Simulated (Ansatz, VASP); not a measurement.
Be2Ge in VASP and in Ansatz

```
Ge Be
1.0
     0.00000    2.67830    2.67830
     2.67830    0.00000    2.67830
     2.67830    2.67830    0.00000
Ge Be
1 2
Direct
  0.00000 0.00000 0.00000
  0.25000 0.25000 0.25000
  0.75000 0.75000 0.75000
```

The cell was built by a generator and needn't be a form met in nature.

Alike in both runs: task single point; functional PBE; k mesh 6 × 6 × 6; occupations fermi-dirac, width 0.02 eV; no spin polarisation.

|  | VASP | Ansatz |
| --- | --- | --- |
| version | VASP 6.6.1 | Ansatz 0.2.0 |
| potentials or method | VASP PAW PBE potentials, release 64 (Ge_d, Be) | plane waves, PAW |
| plane-wave cutoff (eV) | 520 | 420 |
| valence electrons in the cell | 18 | 18 |

```tsv
	VASP	Ansatz	Ansatz less VASP
pressure (GPa)	0.8	0.7	-0.07
```

The functional is the same, so the differences come from potentials, cutoffs and numerics.
